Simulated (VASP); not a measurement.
OSZICAR of a VASP run on K (bcc):

File OSZICAR:
```
       N       E                     dE             d eps       ncg     rms          rms(c)
DAV:   1     0.477001863371E+02    0.47700E+02   -0.40571E+03  1152   0.904E+02
DAV:   2     0.502055379553E+00   -0.47198E+02   -0.46924E+02  1168   0.227E+02
DAV:   3    -0.711453886488E+00   -0.12135E+01   -0.12126E+01  1880   0.347E+01
DAV:   4    -0.734865826520E+00   -0.23412E-01   -0.23407E-01  1712   0.361E+00
DAV:   5    -0.735072136465E+00   -0.20631E-03   -0.20630E-03  1992   0.237E-01    0.405E+00
DAV:   6    -0.732958244062E+00    0.21139E-02   -0.69695E-03  1680   0.812E-01    0.261E+00
DAV:   7    -0.733842026758E+00   -0.88378E-03   -0.10849E-02  1616   0.940E-01    0.135E-01
DAV:   8    -0.733685754511E+00    0.15627E-03   -0.13585E-03  1640   0.462E-01    0.424E-02
DAV:   9    -0.733697478363E+00   -0.11724E-04   -0.38303E-05  1872   0.476E-02    0.241E-02
DAV:  10    -0.733698477260E+00   -0.99890E-06   -0.83654E-06  1784   0.294E-02
   1 F= 0.19897862E+01 E0= 0.19899799E+01  d E =0.198979E+01
       N       E                     dE             d eps       ncg     rms          rms(c)
DAV:   1    -0.338151657187E+01   -0.26478E+01   -0.78511E+01  1272   0.106E+02    0.127E+01
DAV:   2    -0.715256360805E+00    0.26663E+01   -0.60928E+00  1240   0.307E+01    0.472E+00
DAV:   3    -0.297656243779E+00    0.41760E+00   -0.25106E+00  1824   0.142E+01    0.161E+00
DAV:   4    -0.335075334184E+00   -0.37419E-01   -0.83985E-02  1784   0.204E+00    0.105E+00
DAV:   5    -0.366697801916E+00   -0.31622E-01   -0.37144E-02  1744   0.774E-01    0.385E-01
DAV:   6    -0.371546325095E+00   -0.48485E-02   -0.77886E-03  1784   0.557E-01    0.417E-02
DAV:   7    -0.371534128827E+00    0.12196E-04   -0.65500E-05  1664   0.815E-02    0.389E-02
DAV:   8    -0.371535280275E+00   -0.11514E-05   -0.29160E-05  1688   0.254E-02    0.711E-03
DAV:   9    -0.371533780756E+00    0.14995E-05   -0.70001E-07  1032   0.103E-02    0.266E-03
DAV:  10    -0.371534023366E+00   -0.24261E-06   -0.31568E-08   720   0.220E-03
   2 F= 0.18524364E+01 E0= 0.18528727E+01  d E =-.137350E+00
```

Q: Which electronic solver shows in the log?

A: It is blocked Davidson (ALGO = Normal, or the opening steps of other solvers). The INCAR had ALGO = Normal.

Q: Can the final energy be trusted as converged?

A: Self-consistency was reached. It stopped with EDIFF = 1E-6, NELM = 100, NSW = 40 and EDIFFG = -0.02 after 2 ionic steps (PBE GGA, plane waves, VASP's PBE PAW potentials (set 64)). Energy and stress use the plane-wave basis of the starting cell.

The compound is K in the bcc structure. This run relaxes it under an external pressure of 10 GPa. Symmetry was kept, so distortions that lower it aren't found.
